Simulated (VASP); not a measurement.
# BBi in VASP: one cell, several levels of theory

The task here is to estimate one member of a computed series from the others.

Code: VASP 6.6.1. PAW datasets, plane waves. The calculation is spin-unpolarised, and the structure need not be a phase that has been made.

## The cell

The cell comes from an earlier relaxation with r2SCAN in another program.

The symmetry is F-43m (No. 216, cubic); conventional cell a = 5.490 Å, 20.68 Å³ an atom. Around B lie 4 Bi at 2.38 Å; around Bi lie 4 B at 2.38 Å.

Coordinates:

```xyz
2
Lattice="0.0000 2.7449 2.7449 2.7449 0.0000 2.7449 2.7449 2.7449 0.0000" Properties=species:S:1:pos:R:3 pbc="T T T"
B     0.0000    0.0000    0.0000
Bi    1.3724    1.3724    1.3724
```

The first run:

INCAR

```
ENCUT = 520.000000
SIGMA = 0.020000
EDIFF = 1.00e-07
GGA = PE
PREC = Accurate
IBRION = -1
ISIF = 2
ISMEAR = -1
NBANDS = 16
NELM = 120
NSW = 0
LASPH = .TRUE.
LCHARG = .TRUE.
LELF = .TRUE.
LWAVE = .FALSE.
LREAL = .FALSE.
```

KPOINTS

```
KPOINTS created by Atomic Simulation Environment
0
Gamma
8 8 8
0 0 0
```

KPOINTS_OPT

```
special points
6
Reciprocal
0.0000000000 0.0000000000 0.0000000000 1
0.5000000000 0.0000000000 0.5000000000 1
0.5000000000 0.2500000000 0.7500000000 1
0.3750000000 0.3750000000 0.7500000000 1
0.5000000000 0.5000000000 0.5000000000 1
0.6250000000 0.2500000000 0.6250000000 1
```

POSCAR

```
B  Bi
 1.0000000000000000
     0.0000000000000000    2.7448744631273732    2.7448744631273732
     2.7448744631273732    0.0000000000000000    2.7448744631273732
     2.7448744631273732    2.7448744631273732    0.0000000000000000
 B   Bi
   1   1
Cartesian
  0.0000000000000000 -0.0000000000000000 -0.0000000000000000
  1.3724372315636866  1.3724372315636866  1.3724372315636866
```

Potentials: the recommended PBE PAW datasets, 18 valence electrons in the neutral cell.

Started as:

```console
$ mpirun -np 1 vasp_std
```

Steps of the session up to this table: Single point with PBE; r2SCAN at this geometry; LDA at this geometry; PBEsol at this geometry; PBE+SOC at this geometry.

One table of the session follows, with a row left open; its other results are not shown here.

```
  level  gap (eV)
    PBE      0.28
 r2SCAN      0.39
    LDA      0.37
 PBEsol         ?
PBE+SOC      0.08
```

Q: Estimate the row for PBEsol from the others.

The run gave: gap (eV): 0.30. In the column «gap (eV)» it lies between PBE (0.28) and LDA (0.37).

**Reading.** The gap runs from 0.08 eV (PBE+SOC) to 0.39 eV (r2SCAN). Spin-orbit coupling changes the PBE gap by -0.20 eV. Leaving spin-orbit runs aside: At this one volume the pressure spans -3.4 GPa (LDA) to 1.2 GPa (PBE): PBE wants the largest cell and LDA the smallest.
